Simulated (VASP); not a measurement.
Input:

```
CELL_PARAMETERS angstrom
      2.23205    -3.86602     0.00000
      2.23205     3.86602     0.00000
      0.00000     0.00000     6.80556
ATOMIC_POSITIONS crystal
  Pb 0.00000 0.00000 0.00000
  I  0.33333 0.66667 0.27470
  I  0.66667 0.33333 0.72530
```

Level of theory: LDA (Ceperley-Alder, Perdew-Zunger), VASP's LDA PAW potentials (set 64) (plane waves; VASP). Numerical set-up: 520 eV cut-off, Gaussian smearing of 0.050 eV, potentials Pb_d I.

Unless said otherwise, spin-orbit coupling is left out, though it shifts the bands of the heavy elements here.

### Question
Estimate the band gap (along the path) with the smallest direct gap where there is one.

### Answer

| Item | Result |
|---|---|
| band gap (along the path) | 1.90 eV |
| smallest direct gap (along the path) | 1.90 eV |

Only differences to runs with the same potentials and settings are physical.

The compound is PbI2 in the 1T layered structure. It was relaxed first, which changed the volume by -7 %.
